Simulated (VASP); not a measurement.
Here is the system:

```
CELL_PARAMETERS angstrom
      6.26700     0.00000     0.00000
      0.00000     3.42100     0.00000
      0.00000     0.00000     6.39700
ATOMIC_POSITIONS crystal
  Au 0.99000 0.75000 0.18400
  Au 0.01000 0.25000 0.81600
  Au 0.51000 0.25000 0.68400
  Au 0.49000 0.75000 0.31600
  Ga 0.80500 0.75000 0.59000
  Ga 0.19500 0.25000 0.41000
  Ga 0.69500 0.25000 0.09000
  Ga 0.30500 0.75000 0.91000
```

All values below come from LDA (Ceperley-Alder, Perdew-Zunger), VASP's LDA PAW potentials (set 64) (plane waves; VASP). Settings: 300 eV cut-off, 3×5×3 Γ-centred mesh, Gaussian smearing of 0.10 eV, potentials Au Ga_d.

At this cut-off the stress carries a Pulay error, which pulls relaxed volumes low.

Question: The ions, cell shape and volume are relaxed. Which structure does the run end with?

Answer: 
```
CELL_PARAMETERS angstrom
      6.16105     0.00000     0.00000
      0.00000     3.53825     0.00000
      0.00000     0.00000     6.18932
ATOMIC_POSITIONS crystal
  Au 0.98999 0.75000 0.18452
  Au 0.01001 0.25000 0.81548
  Au 0.51001 0.25000 0.68452
  Au 0.48999 0.75000 0.31548
  Ga 0.82279 0.75000 0.57436
  Ga 0.17721 0.25000 0.42564
  Ga 0.67721 0.25000 0.07436
  Ga 0.32279 0.75000 0.92564
```
Space group Pnma (62), at a tolerance of 0.03 Å.

Question: How do energy and volume change from the first to the last step?

Answer: The energy (σ→0) changes by -47.8 meV/atom and the volume by -1.6 %, in 14 ionic steps.

The structure comes from a measured GaAu entry of the Crystallography Open Database, whose conditions weren't checked. This run relaxes it. Symmetry was kept, so distortions that lower it aren't found. The k-mesh is coarse (spacing up to 0.36 per Å, 2π included), so the numbers may not be converged in it. The run is one of a series of settings (EDIFFG = -0.01, IBRION = 2, ISIF = 3, NSW = 50 against the base run), some of them coarse on purpose.
